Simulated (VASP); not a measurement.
A calculation with VASP 6.6.1 of Y2Ge3 (native input, structure from a POSCAR):

INCAR

```
  PREC = Accurate
  ENCUT = 520
  EDIFF = 1E-6
  ISMEAR = 0
  SIGMA = 0.05
  LREAL = False
  LASPH = True
  NELM = 80
  ALGO = Normal
  ISIF = 2
  LWAVE = False
  LCHARG = False
  GGA = RP
```

Contents of KPOINTS:

```
regular mesh
0
Gamma
  7 7 4
```

The input POSCAR:

```
Y2Ge3
1.0
    4.3924264328      0.0000000000      0.0000000000
   -2.1962132164      3.8039528751      0.0000000000
    0.0000000000      0.0000000000      7.1072950000
Y Ge
2 3
Direct
    0.0000000000      0.0000000000      0.2700710000
    0.0000000000      0.0000000000      0.7299290000
    0.6666666667      0.3333333333      0.0000000000
    0.6666666667      0.3333333333      0.5000000000
    0.3333333333      0.6666666667      0.0000000000
```

Potentials or basis: VASP PAW PBE potentials, release 64 (Y_sv, Ge_d).

The run is started by

```bash
$ cat potpaw_PBE.64/Y_sv/POTCAR potpaw_PBE.64/Ge_d/POTCAR > POTCAR
$ mpirun -np 1 vasp_std > vasp.out
```

The cell comes from a database or a generator and needn't be the stable form of this composition.

Write the same calculation in another form: ASE script, Cartesian positions.

As run:

File run.py:

```python
from ase.calculators.vasp import Vasp
from ase.dft.bandgap import bandgap
from ase.io import read

atoms = read('Y2Ge3.xyz')
calc = Vasp(
    directory='calc',
    xc='rpbe',
    pp='PBE',
    setups='materialsproject',
    prec='Accurate',
    encut=520,
    ediff=1e-07,
    ismear=0,
    sigma=0.05,
    lreal=False,
    lasph=True,
    nelm=60,
    algo='Normal',
    isif=2,
    lwave=False,
    lcharg=False,
    kpts=[7, 7, 4],
    gamma=True,
)
atoms.calc = calc

print('energy (eV):', atoms.get_potential_energy())
print('free energy (eV):', atoms.get_potential_energy(force_consistent=True))
print('forces (eV/A):')
print(atoms.get_forces())
print('stress (eV/A^3, Voigt):', atoms.get_stress())
print('Fermi level (eV):', calc.get_fermi_level())
gap, top, bottom = bandgap(calc)
print('band gap (eV):', gap, 'from (spin, k, band)', top, 'to', bottom)
```

Y2Ge3.xyz

```xyz
5
Lattice="4.3924264328 0.0000000000 0.0000000000 -2.1962132164 3.8039528751 0.0000000000 0.0000000000 0.0000000000 7.1072950000" Properties=species:S:1:pos:R:3 pbc="T T T"
Y      0.0000000000      0.0000000000      1.9194742679
Y      0.0000000000      0.0000000000      5.1878207321
Ge     2.1962132166      1.2679842916      0.0000000000
Ge     2.1962132166      1.2679842916      3.5536475000
Ge    -0.0000000002      2.5359685835      0.0000000000
```

Potentials or basis: VASP PAW PBE potentials, release 64 (Y_sv, Ge_d).

Launch:

```sh
$ python run.py
```

Both were run:

|  | native input, structure from a POSCAR | ASE script, Cartesian positions |
| --- | --- | --- |
| Pressure | 2.1 GPa | 2.1 GPa |
| Largest force | 0.139 eV/Å | 0.139 eV/Å |
| Band gap on the k mesh | none (metal or under the smearing width) | none (metal or under the smearing width) |

Keys that steer only the numerical path or the files written may differ.

Caveat: the PAW data sets were made with another functional, which shifts forces and pressure a little.
